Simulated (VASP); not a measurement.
Energy against volume of Fe (bcc). Method: PBEsol GGA, VASP's PBE PAW potentials (set 64) (plane waves; VASP). Run with 520 eV cut-off, 18×18×18 Γ-centred mesh, first-order Methfessel-Paxton smearing of 0.10 eV, potentials Fe.

| V (Å³/atom) | E (eV/atom) |
|---|---|
| 10.481 | -8.91137 |
| 10.805 | -8.91961 |
| 11.130 | -8.91432 |
| 11.454 | -8.89687 |

Problem. Fit these four points and predict the energy of the run at 10.157 Å³/atom.

Solution. A cubic in V^(−2/3), the third-order Birch-Murnaghan form, passes through the four points with V0 = 10.84 Å³/atom and B0 = 221 GPa, and gives -8.8882 eV/atom there. The run gave -8.8871 eV/atom, +1.1 meV/atom from the fit; all five points give B0 = 224 GPa.

The compound is Fe in the bcc structure. It was relaxed first, which changed the volume by -8 %.
